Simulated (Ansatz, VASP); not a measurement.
**Cross-check of Al2InN3 between VASP and Ansatz**

Wanted: the spread between two codes on one cell, functional and k mesh. The cell is taken from a series of runs on this material, whose earlier steps may have relaxed, scaled, displaced or heated it; both programs get it as it stands.

Program: Ansatz 0.2.0. Level of theory: plane waves, with VASP 6.6.1 beside it; dielectric response at PBE. Results are calculated unless marked as measured.

## Step 1: The starting structure

Symmetry: Cmc2_1, No. 36, orthorhombic system. Conventional cell: a = 9.760 Å, b = 5.611 Å, c = 5.199 Å, α = 90.00°, β = 90.00°, γ = 90.00°. Al has 4 N at 1.89 to 1.90 Å nearest. Nearest to In lie 4 N at 2.16 to 2.19 Å. Nearest to N lie 3 Al at 1.89 to 1.90 Å and 1 In at 2.16 Å. Nearest to N lie 2 Al at 1.89 Å and 2 In at 2.17 to 2.19 Å. Farther neighbours and most contacts between anions are not listed.

Coordinates:

```xyz
12
Lattice="4.8800 -2.8055 0.0000 4.8800 2.8055 0.0000 0.0000 0.0000 5.1995" Properties=species:S:1:pos:R:3 pbc="T T T"
Al    1.6760    0.9156    5.1559
Al    8.0840    0.9156    5.1559
Al    8.0840   -0.9156    2.5562
Al    1.6760   -0.9156    2.5562
In    4.8800    0.9992    5.1287
In    4.8800   -0.9992    2.5289
N     1.8084    0.8321    1.8500
N     7.9517    0.8321    1.8500
N     7.9517   -0.8321    4.4497
N     1.8084   -0.8321    4.4497
N     4.8800    1.1329    2.1149
N     4.8800   -1.1329    4.7147
```

## Step 2: VASP: dielectric response, PBE

The response to a field tests empty states and converges slowly with the mesh.

Lines of VASP's logs that name or quote its potential files are left out, and so is its time.

INCAR

```
SYSTEM = Al2InN3
PREC = Accurate
ENCUT = 520
EDIFF = 1E-08
NELM = 120
ISMEAR = 0
SIGMA = 0.01
LREAL = .FALSE.
ALGO = Normal
GGA = PE
NBANDS = 46
LORBIT = 11
LWAVE = .FALSE.
LCHARG = .FALSE.
ISIF = 2
LEPSILON = .TRUE.
LASPH = .TRUE.
GGA_COMPAT = .FALSE.
EFERMI = MIDGAP
KPAR = 2
```

POSCAR

```
Al2InN3
1.0
    4.8800190524     -2.8055151375      0.0000000000
    4.8800190524      2.8055151375      0.0000000000
    0.0000000000      0.0000000000      5.1994618000
Al In N
4 2 6
Direct
    0.0085428600      0.3349002500      0.9916267200
    0.6650997500      0.9914571400      0.9916267200
    0.9914571400      0.6650997500      0.4916267200
    0.3349002500      0.0085428600      0.4916267200
    0.3219155300      0.6780844700      0.9863837600
    0.6780844700      0.3219155300      0.4863837600
    0.0369825600      0.3335805700      0.3557999700
    0.6664194300      0.9630174400      0.3557999700
    0.9630174400      0.6664194300      0.8557999700
    0.3335805700      0.0369825600      0.8557999700
    0.2980913400      0.7019086600      0.4067628300
    0.7019086600      0.2980913400      0.9067628300
```

KPOINTS

```
Automatic mesh
0
Gamma
6 6 4
0 0 0
```

Potentials, in the order of the species: Al, In_d and N (PBE family, release 64).

Command:

```
mpirun -np 2 vasp_std
```

Numbers of over 12 decimals in the logs are rounded to 6 here.

The log of the run:

```text
[banner, memory and clock lines left out]
running    2 mpi-ranks, on    1 nodes
 distrk:  each k-point on    1 cores,    2 groups
 distr:  one band on    1 cores,    1 groups

 POSCAR found type information on POSCAR AlInN
 POSCAR found :  3 types and      12 ions
 LDA part: xc-table for (Slater+PW92), standard interpolation
 POSCAR, INCAR and KPOINTS ok, starting setup
 FFT: planning ... GRIDC
 FFT: planning ... GRID_SOFT
 FFT: planning ... GRID
 WAVECAR not read
 entering main loop
       N       E                     dE             d eps       ncg     rms          rms(c)
DAV:   1     0.701900139088E+03    0.70190E+03   -0.30327E+04  3596   0.168E+03
DAV:   2     0.327105301957E+02   -0.66919E+03   -0.62126E+03  3868   0.451E+02
DAV:   3    -0.873721037353E+02   -0.12008E+03   -0.11631E+03  4258   0.184E+02
DAV:   4    -0.956009668697E+02   -0.82289E+01   -0.81501E+01  4744   0.504E+01
DAV:   5    -0.958841255296E+02   -0.28316E+00   -0.28250E+00  4776   0.968E+00    0.231E+01
DAV:   6    -0.805798970061E+02    0.15304E+02   -0.51988E+01  5744   0.620E+01    0.185E+01
DAV:   7    -0.808881658096E+02   -0.30827E+00   -0.52569E+00  4084   0.115E+01    0.562E+00
DAV:   8    -0.808150393527E+02    0.73126E-01   -0.28325E-01  5502   0.397E+00    0.433E+00
DAV:   9    -0.807838084092E+02    0.31231E-01   -0.10165E-01  5624   0.324E+00    0.470E-01
DAV:  10    -0.807832550328E+02    0.55338E-03   -0.15820E-02  5072   0.857E-01    0.413E-01
DAV:  11    -0.807838330029E+02   -0.57797E-03   -0.50968E-03  5384   0.400E-01    0.316E-01
DAV:  12    -0.807841534898E+02   -0.32049E-03   -0.46787E-04  4572   0.174E-01    0.105E-01
DAV:  13    -0.807842239952E+02   -0.70505E-04   -0.19696E-04  4728   0.106E-01    0.175E-02
DAV:  14    -0.807842269430E+02   -0.29478E-05   -0.35911E-05  5322   0.428E-02    0.167E-02
DAV:  15    -0.807842276172E+02   -0.67420E-06   -0.49822E-06  5224   0.133E-02    0.666E-03
DAV:  16    -0.807842279206E+02   -0.30339E-06   -0.15681E-06  4734   0.657E-03    0.223E-03
DAV:  17    -0.807842278969E+02    0.23727E-07   -0.77106E-08  4192   0.173E-03    0.142E-03
DAV:  18    -0.807842278572E+02    0.39713E-07   -0.11810E-08  3008   0.837E-04    0.770E-04
DAV:  19    -0.807842278376E+02    0.19611E-07   -0.31006E-08  3418   0.825E-04    0.234E-04
DAV:  20    -0.807842278373E+02    0.27467E-09   -0.33092E-09  2442   0.443E-04
   1 F= -.80784228E+02 E0= -.80784228E+02  d E =0.000000E+00
 Linear response reoptimize wavefunctions to high precision
DAV:   1    -0.807842278443E+02   -0.70231E-08   -0.85674E-10  2412   0.351E-04
DAV:   2    -0.807842278444E+02   -0.75488E-10   -0.31813E-10  2376   0.131E-04
 Linear response G [H, r] |phi>, progress :
  Direction:   1
       N       E                     dE             d eps       ncg     rms
RMM:   1    -0.247186423517E+03   -0.24719E+03    0.64232E+02  5502   0.169E+02
RMM:   2    -0.234286785153E+03    0.12900E+02   -0.83877E+01  6513   0.481E+01
RMM:   3    -0.235541152580E+03   -0.12544E+01   -0.82065E+00  6751   0.180E+01
RMM:   4    -0.235809796707E+03   -0.26864E+00   -0.13233E+00  6796   0.580E+00
RMM:   5    -0.235818479967E+03   -0.86833E-02   -0.32379E-01  7000   0.258E+00
RMM:   6    -0.235814720121E+03    0.37598E-02   -0.42832E-02  7137   0.126E+00
RMM:   7    -0.235820097484E+03   -0.53774E-02   -0.25842E-02  7365   0.549E-01
RMM:   8    -0.235817689465E+03    0.24080E-02    0.13681E-02  7398   0.260E-01
RMM:   9    -0.235819427392E+03   -0.17379E-02    0.37580E-04  7462   0.111E-01
RMM:  10    -0.235818257943E+03    0.11694E-02    0.13083E-02  7508   0.414E-02
RMM:  11    -0.235819494294E+03   -0.12364E-02    0.81839E-04  7463   0.187E-02
RMM:  12    -0.235819428483E+03    0.65811E-04    0.16018E-03  7118   0.927E-03
RMM:  13    -0.235819580262E+03   -0.15178E-03    0.64505E-06  6688   0.542E-03
RMM:  14    -0.235819558943E+03    0.21319E-04    0.23618E-04  6559   0.344E-03
RMM:  15    -0.235819574368E+03   -0.15425E-04    0.50369E-05  6476   0.255E-03
RMM:  16    -0.235819576451E+03   -0.20832E-05    0.96276E-05  6466   0.210E-03
RMM:  17    -0.235819577482E+03   -0.10314E-05    0.61892E-05  6287   0.191E-03
RMM:  18    -0.235819577101E+03    0.38085E-06    0.57560E-05  6266   0.183E-03
RMM:  19    -0.235819577343E+03   -0.24150E-06    0.71705E-05  6288   0.178E-03
RMM:  20    -0.235819577349E+03   -0.55840E-08    0.89368E-05  6312   0.175E-03
 Linear response G [H, r] |phi>, progress :
  Direction:   2
       N       E                     dE             d eps       ncg     rms
RMM:   1    -0.245054816098E+03   -0.24505E+03    0.65500E+02  5444   0.167E+02
RMM:   2    -0.234311928775E+03    0.10743E+02   -0.83435E+01  6505   0.481E+01
RMM:   3    -0.235705094262E+03   -0.13932E+01   -0.95384E+00  6724   0.182E+01
RMM:   4    -0.235797710810E+03   -0.92617E-01   -0.11703E+00  6797   0.580E+00
RMM:   5    -0.235826166939E+03   -0.28456E-01   -0.39745E-01  7040   0.258E+00
RMM:   6    -0.235809622079E+03    0.16545E-01   -0.62367E-06  7193   0.127E+00
[...]
RMM:   8    -0.180936384842E+01   -0.15081E-06   -0.53945E-06  7323   0.580E-03
RMM:   9    -0.180936388186E+01   -0.33433E-07   -0.11327E-06  7399   0.354E-03
RMM:  10    -0.180936391631E+01   -0.34453E-07   -0.30392E-06  6601   0.216E-03
RMM:  11    -0.180936392563E+01   -0.93255E-08    0.16706E-08  5412   0.123E-03
[...]
dielectric tensor                  component  3 :    -0.075     0.060     5.800
 Linear response to external field, progress :
  Direction:   1
       N       E                     dE             d eps       ncg     rms          rms(c)
RMM:   1    -0.155671820985E+01   -0.15567E+01   -0.51810E+00  6466   0.625E+00
RMM:   2    -0.180442232715E+01   -0.24770E+00   -0.98429E-02  7963   0.157E+00    0.232E+00
RMM:   3    -0.175332987012E+01    0.51092E-01   -0.17273E-01  8706   0.138E+00    0.135E+00
RMM:   4    -0.178331177675E+01   -0.29982E-01   -0.19810E-02  7900   0.662E-01    0.700E-01
RMM:   5    -0.185756139869E+01   -0.74250E-01   -0.16399E-02  8027   0.593E-01    0.116E-01
RMM:   6    -0.185985833124E+01   -0.22969E-02   -0.22228E-03  8255   0.243E-01    0.621E-02
RMM:   7    -0.186276805434E+01   -0.29097E-02   -0.34928E-04  8247   0.885E-02    0.442E-02
RMM:   8    -0.186297516146E+01   -0.20711E-03   -0.11081E-04  8770   0.372E-02    0.333E-02
RMM:   9    -0.186355460463E+01   -0.57944E-03   -0.70721E-06  8290   0.206E-02    0.112E-02
RMM:  10    -0.186339343051E+01    0.16117E-03   -0.16411E-05  8377   0.114E-02    0.430E-03
RMM:  11    -0.186340427562E+01   -0.10845E-04    0.40265E-06  8956   0.537E-03    0.657E-03
RMM:  12    -0.186337588834E+01    0.28387E-04   -0.75006E-06  8316   0.242E-03    0.535E-03
RMM:  13    -0.186336508845E+01    0.10800E-04    0.30055E-06  8507   0.145E-03    0.363E-03
RMM:  14    -0.186335779972E+01    0.72887E-05    0.22628E-07  8943   0.790E-04    0.293E-03
RMM:  15    -0.186335655573E+01    0.12440E-05   -0.73255E-08  8410   0.396E-04    0.273E-03
RMM:  16    -0.186335567767E+01    0.87806E-06    0.38380E-07  8195   0.261E-04    0.244E-03
RMM:  17    -0.186334605118E+01    0.96265E-05    0.10632E-06  9795   0.519E-04    0.906E-04
RMM:  18    -0.186334253386E+01    0.35173E-05    0.27323E-07  8733   0.272E-04    0.523E-04
RMM:  19    -0.186334155829E+01    0.97557E-06    0.22685E-07  7578   0.169E-04    0.465E-04
RMM:  20    -0.186333911705E+01    0.24412E-05    0.18467E-07  8886   0.209E-04    0.194E-04
RMM:  21    -0.186333747619E+01    0.16409E-05    0.42631E-07  8145   0.172E-04    0.280E-05
RMM:  22    -0.186333741941E+01    0.56778E-07    0.62189E-07  6052   0.132E-04    0.990E-06
 change of polarisation eV/A/(eV/A) component  1 :     3.426     0.052     0.000
 dielectric tensor                  component  1 :     5.354     0.066     0.000
 Linear response to external field, progress :
  Direction:   2
       N       E                     dE             d eps       ncg     rms          rms(c)
RMM:   1    -0.154211016671E+01   -0.15421E+01   -0.50454E+00  6620   0.626E+00
RMM:   2    -0.181272197098E+01   -0.27061E+00   -0.10312E-01  7936   0.160E+00    0.234E+00
RMM:   3    -0.176767972816E+01    0.45042E-01   -0.16604E-01  8659   0.138E+00    0.137E+00
RMM:   4    -0.179386582828E+01   -0.26186E-01   -0.22022E-02  8028   0.693E-01    0.751E-01
RMM:   5    -0.187023303908E+01   -0.76367E-01   -0.17736E-02  8017   0.614E-01    0.118E-01
RMM:   6    -0.187393090304E+01   -0.36979E-02   -0.12569E-03  8340   0.238E-01    0.787E-02
RMM:   7    -0.187729040870E+01   -0.33595E-02   -0.35465E-04  8095   0.970E-02    0.310E-02
RMM:   8    -0.187829405328E+01   -0.10036E-02   -0.86646E-05  8244   0.507E-02    0.218E-02
RMM:   9    -0.187857305814E+01   -0.27900E-03   -0.66032E-05  8610   0.217E-02    0.118E-02
RMM:  10    -0.187837204316E+01    0.20101E-03    0.30441E-05  8513   0.126E-02    0.507E-03
RMM:  11    -0.187834064078E+01    0.31402E-04    0.41341E-06  8673   0.518E-03    0.233E-03
RMM:  12    -0.187833250269E+01    0.81381E-05   -0.67675E-06  8992   0.242E-03    0.106E-03
RMM:  13    -0.187832269592E+01    0.98068E-05   -0.20970E-06  9002   0.113E-03    0.163E-04
RMM:  14    -0.187831735482E+01    0.53411E-05   -0.34031E-06  8412   0.603E-04    0.508E-04
RMM:  15    -0.187831672501E+01    0.62981E-06   -0.15114E-07  8640   0.340E-04    0.302E-04
RMM:  16    -0.187831740933E+01   -0.68432E-06   -0.32474E-06  7043   0.199E-04    0.313E-04
RMM:  17    -0.187831718575E+01    0.22359E-06    0.48448E-08  5693   0.143E-04    0.386E-04
RMM:  18    -0.187831694301E+01    0.24274E-06   -0.18526E-06  5084   0.125E-04    0.127E-04
RMM:  19    -0.187831717783E+01   -0.23482E-06   -0.35530E-06  4825   0.117E-04    0.774E-05
RMM:  20    -0.187831696521E+01    0.21261E-06   -0.14657E-06  4765   0.115E-04    0.341E-05
RMM:  21    -0.187831715348E+01   -0.18827E-06   -0.29682E-06  4604   0.112E-04    0.168E-05
RMM:  22    -0.187831702090E+01    0.13258E-06   -0.18619E-06  4398   0.110E-04    0.515E-06
 change of polarisation eV/A/(eV/A) component  2 :     0.049     3.452    -0.000
 dielectric tensor                  component  2 :     0.063     5.388    -0.000
 Linear response to external field, progress :
  Direction:   3
       N       E                     dE             d eps       ncg     rms          rms(c)
RMM:   1    -0.160363638036E+01   -0.16036E+01   -0.54531E+00  5472   0.625E+00
RMM:   2    -0.188442462070E+01   -0.28079E+00   -0.11104E-01  6658   0.148E+00    0.227E+00
RMM:   3    -0.185635061847E+01    0.28074E-01   -0.99383E-02  7215   0.113E+00    0.136E+00
RMM:   4    -0.189568381486E+01   -0.39333E-01   -0.19560E-02  6686   0.660E-01    0.631E-01
RMM:   5    -0.196559335592E+01   -0.69910E-01   -0.12199E-02  6726   0.500E-01    0.111E-01
RMM:   6    -0.196917756544E+01   -0.35842E-02   -0.14486E-03  6978   0.196E-01    0.562E-02
RMM:   7    -0.197162815786E+01   -0.24506E-02   -0.24544E-04  6729   0.733E-02    0.292E-02
RMM:   8    -0.197210948920E+01   -0.48133E-03   -0.57163E-05  7198   0.361E-02    0.899E-03
RMM:   9    -0.197212199751E+01   -0.12508E-04   -0.27475E-05  6959   0.174E-02    0.455E-03
RMM:  10    -0.197205228821E+01    0.69709E-04    0.38893E-06  7151   0.727E-03    0.120E-03
RMM:  11    -0.197201624071E+01    0.36048E-04   -0.36133E-06  7399   0.357E-03    0.170E-03
RMM:  12    -0.197201943857E+01   -0.31979E-05   -0.99991E-07  7559   0.152E-03    0.298E-03
RMM:  13    -0.197200559508E+01    0.13843E-04   -0.10925E-06  7185   0.788E-04    0.264E-03
RMM:  14    -0.197200241218E+01    0.31829E-05   -0.31374E-07  6697   0.426E-04    0.298E-03
RMM:  15    -0.197200056032E+01    0.18519E-05   -0.76605E-07  6059   0.223E-04    0.270E-03
 change of polarisation eV/A/(eV/A) component  3 :    -0.059     0.047     3.635
 dielectric tensor                  component  3 :    -0.075     0.060     5.620
 Born effective charges drift removed
```

(Part 1 of 3 ends here.)

[Lines on the potential files, build, host, timing and source positions are cut from VASP's logs without a mark.]

[Logs are printed without paths, hosts, clocks, repeated set-up lines and the standing remarks that a program may print on its own settings, such as how far it seeks lower states.]

[Hosts, paths, dates, database ids (printed as entryN), source tags and the programs' standing remarks are cut or masked in the printed files.]
